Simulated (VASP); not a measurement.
# MnB: structure and properties in VASP, part 7 of 10

What structure does MnB take at this level, and what are its properties? The start is a cell from a database of measured crystal structures.

VASP 6.6.1; PBEsol, DFT+U (Mn d 3 eV), spin-polarised from a ferromagnetic start; plane waves and PAW (Mn_pv, B).

Still holding for the runs below: The magnetic state follows from one typed start and may not be the lowest. The k-mesh is coarse for a metal. A U on the itinerant d states of such a compound is hard to justify; it moves the bands at the Fermi level and favours large moments.

So far, moment of the cell, from the last line of the log (μB): step 2 (relaxing cell and atoms (PBEsol + U)) 11.8; step 3 (second relaxation) 11.6; step 5 (bands along the symmetry lines (PBEsol + U)) 11.6; step 6 (density of states (PBEsol + U)) 11.5.

## 7. Core-level energies (PBEsol + U)

Core levels shift with the potential at each site, so they tell like atoms on unlike sites apart.

The input, INCAR:

```
SYSTEM = MnB
PREC = Accurate
ENCUT = 420
EDIFF = 1E-06
NELM = 100
ISMEAR = 0
SIGMA = 0.05
LREAL = .FALSE.
ALGO = Normal
GGA = PS
NBANDS = 51
ISPIN = 2
MAGMOM = 3.138 3.138 3.138 3.138 -0.189 -0.189 -0.189 -0.189
LDAU = .TRUE.
LDAUTYPE = 2
LDAUL = 2 -1
LDAUU = 3 0
LDAUJ = 0 0
LDAUPRINT = 1
LASPH = .TRUE.
LMAXMIX = 4
LORBIT = 11
LWAVE = .FALSE.
LCHARG = .FALSE.
KPAR = 4
ICORELEVEL = 1
```

The input, POSCAR:

```
MnB
1.0
    5.7738752562      0.0000000000      0.0000000000
    0.0000000000      2.9376891469      0.0000000000
    0.0000000000      0.0000000000      4.2347672237
Mn B
4 4
Direct
    0.1779605663      0.2500000000      0.1201939108
    0.3220394337      0.7500000000      0.6201939108
    0.6779605663      0.2500000000      0.3798060892
    0.8220394337      0.7500000000      0.8798060892
    0.0327092485      0.2500000000      0.6094652426
    0.4672907515      0.7500000000      0.1094652426
    0.5327092485      0.2500000000      0.8905347574
    0.9672907515      0.7500000000      0.3905347574
```

The input, KPOINTS:

```
Automatic mesh
0
Gamma
4 8 5
0 0 0
```

The projector-augmented-wave data sets are Mn_pv and B (PBE family, release 64).

Command:

```
mpirun -np 4 vasp_std
```

Log:

```text
[... set-up lines as in an earlier step ...]
 entering main loop
       N       E                     dE             d eps       ncg     rms          rms(c)
DAV:   1     0.711932390773E+03    0.71193E+03   -0.29541E+04  9324   0.138E+03
DAV:   2    -0.172737208980E+02   -0.72921E+03   -0.68236E+03  9188   0.436E+02
DAV:   3    -0.711232805961E+02   -0.53850E+02   -0.51938E+02  9888   0.131E+02
DAV:   4    -0.723191188274E+02   -0.11958E+01   -0.11872E+01 10598   0.192E+01
DAV:   5    -0.723332921481E+02   -0.14173E-01   -0.14166E-01 10351   0.224E+00    0.399E+01
DAV:   6    -0.646629197218E+02    0.76704E+01   -0.80201E+01 10663   0.806E+01    0.317E+01
DAV:   7    -0.592472979137E+02    0.54156E+01   -0.26728E+01 10159   0.451E+01    0.114E+01
DAV:   8    -0.595381802818E+02   -0.29088E+00   -0.14311E+00 10075   0.485E+00    0.586E+00
DAV:   9    -0.596263191821E+02   -0.88139E-01   -0.37902E-01 11338   0.400E+00    0.338E+00
DAV:  10    -0.596431848352E+02   -0.16866E-01   -0.12560E-01 10006   0.216E+00    0.193E+00
DAV:  11    -0.596553211071E+02   -0.12136E-01   -0.15407E-02 10309   0.108E+00    0.854E-01
DAV:  12    -0.596570494365E+02   -0.17283E-02   -0.31360E-03 10353   0.311E-01    0.273E-01
DAV:  13    -0.596572931520E+02   -0.24372E-03   -0.42990E-04 10368   0.106E-01    0.167E-01
DAV:  14    -0.596573776852E+02   -0.84533E-04   -0.13935E-04 10559   0.705E-02    0.539E-02
DAV:  15    -0.596573964076E+02   -0.18722E-04   -0.23041E-05  9996   0.357E-02    0.206E-02
DAV:  16    -0.596573995361E+02   -0.31285E-05   -0.36502E-06  8244   0.132E-02    0.678E-03
DAV:  17    -0.596574000750E+02   -0.53891E-06   -0.66294E-07  4916   0.481E-03
   1 F= -.59657400E+02 E0= -.59656040E+02  d E =-.272085E-02  mag=    11.6147
```

Elapsed: 26 s, on 4 MPI ranks of Intel Xeon 6975P-C (Granite Rapids), shared host; peak memory 1.1 GiB.

OUTCAR, selected parts (step 7):

```text
   k-points           NKPTS =     45   k-points in BZ     NKDIM =     45   number of bands    NBANDS=     51

   NELECT =      64.0000    total number of electrons

atom =   1  type =  1  l = 2

 onsite density matrix

spin component  1

  0.7647  0.0349 -0.0000  0.0000  0.0000
  0.0349  0.8559  0.0000  0.0000 -0.0000
 -0.0000  0.0000  0.8230 -0.0058 -0.0010
  0.0000  0.0000 -0.0058  0.8136  0.0092
  0.0000 -0.0000 -0.0010  0.0092  0.8927

spin component  2

  0.2351 -0.0186  0.0000 -0.0000 -0.0000
 -0.0186  0.2098 -0.0000  0.0000  0.0000
  0.0000 -0.0000  0.2018 -0.0015 -0.0053
 -0.0000  0.0000 -0.0015  0.2050 -0.0035
 -0.0000  0.0000 -0.0053 -0.0035  0.1604

 occupancies and eigenvectors

  o =  0.1595  v =  0.0000  0.0000  0.0000  0.0000  0.0000  0.0000  0.0000 -0.1267 -0.0809 -0.9886      0.0000  0.0000  0.0000  0.0000  0.0000  0.0000  0.0000  0.0000  0.0000  0.0000
  o =  0.2000  v =  0.0000  0.0000  0.0000  0.0000  0.0000  0.4677  0.8839 -0.0000  0.0000  0.0000      0.0000  0.0000  0.0000  0.0000  0.0000  0.0000  0.0000  0.0000  0.0000  0.0000
  o =  0.2021  v =  0.0000  0.0000  0.0000  0.0000  0.0000  0.0000 -0.0000  0.9367  0.3182 -0.1460      0.0000  0.0000  0.0000  0.0000  0.0000  0.0000  0.0000  0.0000  0.0000  0.0000
  o =  0.2057  v =  0.0000  0.0000  0.0000  0.0000  0.0000  0.0000 -0.0000 -0.3264  0.9446 -0.0354      0.0000  0.0000  0.0000  0.0000  0.0000  0.0000  0.0000  0.0000  0.0000  0.0000
  o =  0.2449  v =  0.0000  0.0000  0.0000  0.0000  0.0000 -0.8839  0.4677 -0.0000  0.0000  0.0000      0.0000  0.0000  0.0000  0.0000  0.0000  0.0000  0.0000  0.0000  0.0000  0.0000
  o =  0.7528  v = -0.9471  0.3210 -0.0000  0.0000  0.0000  0.0000  0.0000  0.0000  0.0000  0.0000      0.0000  0.0000  0.0000  0.0000  0.0000  0.0000  0.0000  0.0000  0.0000  0.0000
  o =  0.8101  v =  0.0000 -0.0000  0.4013  0.9109 -0.0965  0.0000  0.0000  0.0000  0.0000  0.0000      0.0000  0.0000  0.0000  0.0000  0.0000  0.0000  0.0000  0.0000  0.0000  0.0000
  o =  0.8254  v =  0.0000  0.0000  0.9156 -0.3962  0.0681  0.0000  0.0000  0.0000  0.0000  0.0000      0.0000  0.0000  0.0000  0.0000  0.0000  0.0000  0.0000  0.0000  0.0000  0.0000
  o =  0.8677  v = -0.3210 -0.9471  0.0000 -0.0000 -0.0000  0.0000  0.0000  0.0000  0.0000  0.0000      0.0000  0.0000  0.0000  0.0000  0.0000  0.0000  0.0000  0.0000  0.0000  0.0000
  o =  0.8938  v =  0.0000 -0.0000 -0.0238  0.1157  0.9930  0.0000  0.0000  0.0000  0.0000  0.0000      0.0000  0.0000  0.0000  0.0000  0.0000  0.0000  0.0000  0.0000  0.0000  0.0000

atom =   2  type =  1  l = 2

 onsite density matrix

spin component  1

  0.7647 -0.0349  0.0000  0.0000 -0.0000
 -0.0349  0.8559 -0.0000  0.0000 -0.0000
  0.0000 -0.0000  0.8230  0.0058 -0.0010
  0.0000  0.0000  0.0058  0.8136 -0.0092
 -0.0000 -0.0000 -0.0010 -0.0092  0.8927

spin component  2

  0.2351  0.0186 -0.0000 -0.0000  0.0000
  0.0186  0.2098  0.0000 -0.0000  0.0000
 -0.0000  0.0000  0.2018  0.0015 -0.0053
 -0.0000 -0.0000  0.0015  0.2050  0.0035
  0.0000  0.0000 -0.0053  0.0035  0.1604

 occupancies and eigenvectors

  o =  0.1595  v =  0.0000  0.0000  0.0000  0.0000  0.0000  0.0000  0.0000 -0.1267  0.0809 -0.9886      0.0000  0.0000  0.0000  0.0000  0.0000  0.0000  0.0000  0.0000  0.0000  0.0000
  o =  0.2000  v =  0.0000  0.0000  0.0000  0.0000  0.0000 -0.4677  0.8839 -0.0000 -0.0000  0.0000      0.0000  0.0000  0.0000  0.0000  0.0000  0.0000  0.0000  0.0000  0.0000  0.0000
  o =  0.2021  v =  0.0000  0.0000  0.0000  0.0000  0.0000  0.0000 -0.0000 -0.9367  0.3182  0.1460      0.0000  0.0000  0.0000  0.0000  0.0000  0.0000  0.0000  0.0000  0.0000  0.0000
  o =  0.2057  v =  0.0000  0.0000  0.0000  0.0000  0.0000  0.0000  0.0000  0.3264  0.9446  0.0354      0.0000  0.0000  0.0000  0.0000  0.0000  0.0000  0.0000  0.0000  0.0000  0.0000
  o =  0.2449  v =  0.0000  0.0000  0.0000  0.0000  0.0000 -0.8839 -0.4677  0.0000  0.0000 -0.0000      0.0000  0.0000  0.0000  0.0000  0.0000  0.0000  0.0000  0.0000  0.0000  0.0000
[...]
0.0000 -0.0000 -0.0015  0.2050 -0.0035
 -0.0000  0.0000 -0.0053 -0.0035  0.1604

 occupancies and eigenvectors

  o =  0.1595  v =  0.0000  0.0000  0.0000  0.0000  0.0000  0.0000 -0.0000  0.1267  0.0809  0.9886      0.0000  0.0000  0.0000  0.0000  0.0000  0.0000  0.0000  0.0000  0.0000  0.0000
  o =  0.2000  v =  0.0000  0.0000  0.0000  0.0000  0.0000  0.4677  0.8839  0.0000 -0.0000  0.0000      0.0000  0.0000  0.0000  0.0000  0.0000  0.0000  0.0000  0.0000  0.0000  0.0000
  o =  0.2021  v =  0.0000  0.0000  0.0000  0.0000  0.0000  0.0000  0.0000 -0.9367 -0.3182  0.1460      0.0000  0.0000  0.0000  0.0000  0.0000  0.0000  0.0000  0.0000  0.0000  0.0000
  o =  0.2057  v =  0.0000  0.0000  0.0000  0.0000  0.0000  0.0000 -0.0000  0.3264 -0.9446  0.0354      0.0000  0.0000  0.0000  0.0000  0.0000  0.0000  0.0000  0.0000  0.0000  0.0000
  o =  0.2449  v =  0.0000  0.0000  0.0000  0.0000  0.0000 -0.8839  0.4677  0.0000 -0.0000  0.0000      0.0000  0.0000  0.0000  0.0000  0.0000  0.0000  0.0000  0.0000  0.0000  0.0000
  o =  0.7528  v = -0.9471  0.3210  0.0000 -0.0000  0.0000  0.0000  0.0000  0.0000  0.0000  0.0000      0.0000  0.0000  0.0000  0.0000  0.0000  0.0000  0.0000  0.0000  0.0000  0.0000
  o =  0.8101  v =  0.0000  0.0000  0.4013  0.9109 -0.0965  0.0000  0.0000  0.0000  0.0000  0.0000      0.0000  0.0000  0.0000  0.0000  0.0000  0.0000  0.0000  0.0000  0.0000  0.0000
  o =  0.8254  v =  0.0000 -0.0000  0.9156 -0.3962  0.0681  0.0000  0.0000  0.0000  0.0000  0.0000      0.0000  0.0000  0.0000  0.0000  0.0000  0.0000  0.0000  0.0000  0.0000  0.0000
  o =  0.8677  v = -0.3210 -0.9471 -0.0000  0.0000 -0.0000  0.0000  0.0000  0.0000  0.0000  0.0000      0.0000  0.0000  0.0000  0.0000  0.0000  0.0000  0.0000  0.0000  0.0000  0.0000
  o =  0.8938  v =  0.0000  0.0000  0.0238 -0.1157 -0.9930  0.0000  0.0000  0.0000  0.0000  0.0000      0.0000  0.0000  0.0000  0.0000  0.0000  0.0000  0.0000  0.0000  0.0000  0.0000

 the core state eigenenergies are
   1-  1s  -6413.3873  2s   -728.2400  2p   -614.4755  3s    -69.8271
   2-  1s  -6413.3873  2s   -728.2400  2p   -614.4755  3s    -69.8271
   3-  1s  -6413.3873  2s   -728.2400  2p   -614.4755  3s    -69.8271
   4-  1s  -6413.3873  2s   -728.2400  2p   -614.4755  3s    -69.8271
   5-  1s   -164.0955
   6-  1s   -164.0955
   7-  1s   -164.0955
   8-  1s   -164.0955

 E-fermi :   9.2278

 k-point     2 :       0.2500    0.0000    0.0000
  band No.  band energies     occupation
    ...
     34       7.2470      1.00000
     35       7.4023      1.00000
     36       7.4577      1.00000
     37       7.9024      1.00000
     38       9.0748      0.99999
     39      10.7091      0.00000
     40      11.0046      0.00000
     41      11.0616      0.00000
     42      11.1257      0.00000
     43      13.8506      0.00000
    ...

 k-point     3 :       0.5000    0.0000    0.0000
  band No.  band energies     occupation
    ...
     32       6.7429      1.00000
     33       6.9081      1.00000
     34       6.9081      1.00000
     35       7.3265      1.00000
     36       7.3265      1.00000
     37       9.3160      0.00630
     38       9.3160      0.00630
     39      10.2368      0.00000
     40      10.2368      0.00000
     41      10.9981      0.00000
    ...

  Total        0.0066667      0.0169901      0.0133872      0.0000000      0.0000000      0.0000000
  in kB        0.1487024      0.3789699      0.2986054      0.0000000      0.0000000      0.0000000
  external PRESSURE =       0.2754259 kB  Pullay stress =       0.0000000 kB

 POSITION                                       TOTAL-FORCE (eV/Angst)
 -----------------------------------------------------------------------------------
      1.02752      0.73442      0.50899        -0.000259      0.000000      0.002945
      1.85942      2.20327      2.62638         0.000259      0.000000      0.002945
      3.91446      0.73442      1.60839        -0.000259      0.000000     -0.002945
      4.74635      2.20327      3.72577         0.000259     -0.000000     -0.002945
      0.18886      0.73442      2.58094        -0.003344      0.000000     -0.000359
      2.69808      2.20327      0.46356         0.003344      0.000000     -0.000359
      3.07580      0.73442      3.77121        -0.003344      0.000000      0.000359
      5.58502      2.20327      1.65382         0.003344      0.000000      0.000359
 -----------------------------------------------------------------------------------
    total drift:                               -0.000000      0.000000      0.000000

  FREE ENERGIE OF THE ION-ELECTRON SYSTEM (eV)
  ---------------------------------------------------
  free  energy   TOTEN  =       -59.6574000750 eV

  energy  without entropy=      -59.6546792299  energy(sigma->0) =      -59.65603965

[... 12 parts as in an earlier step ...]

[... 9 further parts left out ...]
```

These are scalar-relativistic Kohn-Sham levels of the ground state, with no core hole, so they are not binding energies.

This step gave:

| Quantity | Value |
| --- | --- |
| SCF cycles | 17 |
| bands | 51 |
| irreducible k-points | 45 |
| free energy (TOTEN) | -59.6574 eV |
| Fermi energy | 9.228 eV |
| pressure | 0.02754 GPa |
| moment of the cell, from the last line of the log | 11.61 μB |

Kohn-Sham core levels. Core levels, by row:

```
atom  shell  level below the Fermi level (eV)
 Mn1     1s                              6423
 Mn1     2s                             737.5
 Mn1     2p                             623.7
 Mn1     3s                             79.05
 Mn2     1s                              6423
 Mn2     2s                             737.5
 Mn2     2p                             623.7
 Mn2     3s                             79.05
 Mn3     1s                              6423
 Mn3     2s                             737.5
 Mn3     2p                             623.7
 Mn3     3s                             79.05
 Mn4     1s                              6423
 Mn4     2s                             737.5
 Mn4     2p                             623.7
 Mn4     3s                             79.05
  B5     1s                             173.3
  B6     1s                             173.3
  B7     1s                             173.3
  B8     1s                             173.3
```

Atoms of one element give levels within 0.1 eV of each other.

(Part 7 of 10 ends here.)

[Lines on the potential files, build, host, timing and source positions are cut from VASP's logs without a mark.]

[Logs are printed without paths, hosts, clocks, repeated set-up lines and the standing remarks that a program may print on its own settings, such as how far it seeks lower states.]

[Hosts, paths, dates, database ids (printed as entryN), source tags and the programs' standing remarks are cut or masked in the printed files.]

[A measured line is paired with the nearest computed mode of its activity, which favours agreement.]
